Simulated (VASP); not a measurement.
# Ti2RuC3 (P-3m1) in VASP: a series of runs, part 2 of 2

VASP 6.6.1. The steps go on from the part before.

**4. Single point, r2SCAN**

This run uses another cell than the first one, of 10.08 Å³/atom, 1.003 times its volume.

Input file INCAR:

```
SYSTEM = Ti2RuC3
  PREC = Accurate
  ENCUT = 520
  EDIFF = 1E-6
  ISMEAR = 0
  SIGMA = 0.1
  LREAL = .False.
  LASPH = .True.
  NELM = 150
  ALGO = Normal
  ISIF = 2
  LWAVE = .False.
  LCHARG = .False.
  METAGGA = R2SCAN
  LMIXTAU = .True.
  KPAR = 4
```

Input file KPOINTS:

```
Automatic mesh
0
Gamma
  12 12 4
  0 0 0
```

Input file POSCAR:

```
Ti2RuC3                                 
1.0
    3.1094435276      0.0000000000      0.0000000000
   -1.5547217638      2.6928570841      0.0000000000
    0.0000000000      0.0000000000      7.2207899633
  Ti              Ru              C             
     2     1     3
Direct
     0.3333333300000021    0.6666666699999979    0.6733400195547219
     0.6666666699999979    0.3333333300000021    0.3266599804452781
     0.0000000000000000    0.0000000000000000    0.0000000000000000
     0.3333333300000021    0.6666666699999979    0.1597094460337516
     0.6666666699999979    0.3333333300000021    0.8402905539662484
     0.0000000000000000    0.0000000000000000    0.5000000000000000
```

Potentials or basis: VASP PAW PBE potentials, release 64 (Ti_sv, Ru_pv, C).

Run with:

```bash
$ cat potpaw_PBE.64/Ti_sv/POTCAR potpaw_PBE.64/Ru_pv/POTCAR potpaw_PBE.64/C/POTCAR > POTCAR
$ mpirun -np 4 vasp_std > vasp.out
```

OUTCAR:

```text
SYSTEM = Ti2RuC3
   PREC = Accurate
   ENCUT = 520
   EDIFF = 1E-6
   ISMEAR = 0
   LREAL = .False.
   LASPH = .True.
   NELM = 150
   ISIF = 2
   METAGGA = R2SCAN

 ion  position               nearest neighbor table
   1  0.333  0.667  0.673-   5 2.16   5 2.16   5 2.16   6 2.19   6 2.19   6 2.19   3 2.96   3 2.96
                             3 2.96
   2  0.667  0.333  0.327-   4 2.16   4 2.16   4 2.16   6 2.19   6 2.19   6 2.19   3 2.96   3 2.96
                             3 2.96
   3  0.000  0.000  0.000-   4 2.13   5 2.13   4 2.13   5 2.13   5 2.13   4 2.13   1 2.96   2 2.96
                             1 2.96   2 2.96   1 2.96   2 2.96
   4  0.333  0.667  0.160-   3 2.13   3 2.13   3 2.13   2 2.16   2 2.16   2 2.16
   5  0.667  0.333  0.840-   3 2.13   3 2.13   3 2.13   1 2.16   1 2.16   1 2.16
   6  0.000  0.000  0.500-   1 2.19   2 2.19   1 2.19   2 2.19   2 2.19   1 2.19

  LATTYP: Found a hexagonal cell.
 ALAT       =     3.1094435276
 C/A-ratio  =     2.3222129295

  Lattice vectors:

 A1 = (   3.1094435276,   0.0000000000,   0.0000000000)
 A2 = (  -1.5547217638,   2.6928570841,   0.0000000000)
 A3 = (   0.0000000000,   0.0000000000,   7.2207899633)

Analysis of symmetry for initial positions (statically):
=====================================================================
 Subroutine PRICEL returns:
 Original cell was already a primitive cell.

 Routine SETGRP: Setting up the symmetry group for a
 hexagonal supercell.

 Subroutine GETGRP returns: Found 12 space group operations
 (whereof 12 operations were pure point group operations)
 out of a pool of 24 trial point group operations.

The static configuration has the point symmetry D_3d.

Analysis of symmetry for dynamics (positions and initial velocities):
=====================================================================
 Subroutine PRICEL returns:
 Original cell was already a primitive cell.

 Routine SETGRP: Setting up the symmetry group for a
 hexagonal supercell.

 Subroutine GETGRP returns: Found 12 space group operations
 (whereof 12 operations were pure point group operations)
[... 134 lines left out ...]
   LORBIT       =      0    0 simple, 1 ext, 2 COOP (PROOUT), +10 PAW based schemes
   METAGGA = R2SCAN    functional components
   LHFCALC =     F    Hartree Fock is set to
   AEXX    =    0.0000 exact exchange contribution
   IVDW    =     0    specifies the selected vdW correction
   LEPSILON=     F    determine dielectric tensor
   LRPA    =     F    only Hartree local field effects (RPA)
 non-spin polarized calculation
 Gauss-broadening in eV      SIGMA  =   0.10
  energy-cutoff  :      520.00
  volume of cell :       60.46
 maximum number of plane-waves:      1644
   NGX = 11   NGY = 11   NGZ = 27

 number of electron      49.9999996 magnetization

 Free energy of the ion-electron system (eV)
  ---------------------------------------------------
  ext. energy  EPLUGINS =         0.00000000
  ---------------------------------------------------
  free energy    TOTEN  =       -83.44816001 eV

  energy without entropy =      -83.43492475  energy(sigma->0) =      -83.44154238

 E-fermi :  10.6070     XC(G=0): -13.9802

 val. band max:       10.5901168468   @ k =   0.4167  -0.0000   0.0000
 cond. band min:      10.6535554015   @ k =   0.3333   0.1667   0.0000
 fundamental gap:      0.0634385547
 Fermi energy:        10.6070357350

 k-point     1 :       0.0000    0.0000    0.0000
  band No.  band energies     occupation
      1     -48.9279      2.00000
      2     -48.8941      2.00000
      3     -34.2383      2.00000
      4     -33.9739      2.00000
      5     -33.9739      2.00000
      6     -24.3513      2.00000
[... 781 lines left out ...]
     29      12.4030      0.00000
     30      12.5706      0.00000

 [... further k-points ...]

------------------------ aborting loop because EDIFF is reached ----------------------------------------

  FORCE on cell =-STRESS in cart. coord.  units (eV):
  Direction    XX          YY          ZZ          XY          YZ          ZX
  --------------------------------------------------------------------------------------
  -------------------------------------------------------------------------------------
  Total       -0.5056483     -0.5056483     -0.1239656     -0.0000000      0.0000000      0.0000000
  in kB      -13.3991876    -13.3991875     -3.2849684     -0.0000000      0.0000000      0.0000000
  external PRESSURE =     -10.0277812 kB  Pullay stress =       0.0000000 kB

 VOLUME and BASIS-vectors are now :
 -----------------------------------------------------------------------------
  energy-cutoff  :      520.00
  volume of cell :       60.46
      direct lattice vectors                 reciprocal lattice vectors
     3.109443528  0.000000000  0.000000000     0.321600952  0.185676397  0.000000000
    -1.554721764  2.692857084  0.000000000     0.000000000  0.371352793  0.000000000
     0.000000000  0.000000000  7.220789963     0.000000000  0.000000000  0.138489003

 POSITION                                       TOTAL-FORCE (eV/Angst)
 -----------------------------------------------------------------------------------
     -0.00000      1.79524      4.86205         0.000000     -0.000000      0.068851
      1.55472      0.89762      2.35874         0.000000      0.000000     -0.068851
      0.00000      0.00000      0.00000        -0.000000      0.000000      0.000000
     -0.00000      1.79524      1.15323         0.000000      0.000000      0.065496
      1.55472      0.89762      6.06756        -0.000000     -0.000000     -0.065496
      0.00000      0.00000      3.61039        -0.000000      0.000000      0.000000
 -----------------------------------------------------------------------------------
    total drift:                                0.000000     -0.000000      0.000000

  FREE ENERGIE OF THE ION-ELECTRON SYSTEM (eV)
  ---------------------------------------------------
  free  energy   TOTEN  =       -83.4481600106 eV

  energy  without entropy=      -83.4349247531  energy(sigma->0) =      -83.44154238
```

Run time: 81 s. Hardware: 4 MPI ranks of Intel Xeon 6975P-C (Granite Rapids), shared host; peak memory 0.26 GiB.

Results:

- Free energy: -83.4482 eV
- Pressure: -1.0 GPa
- Largest force: 0.069 eV/Å
- Band gap on the k mesh: none (metal or under the smearing width)

Forces in eV/Å, atoms in the order of the input:
```
Ti   0.000  0.000  0.069
Ti   0.000  0.000 -0.069
Ru   0.000  0.000  0.000
C    0.000  0.000  0.065
C    0.000  0.000 -0.065
C    0.000  0.000  0.000
```

Caveat: the PAW data sets were made with another functional, which shifts forces and pressure a little.
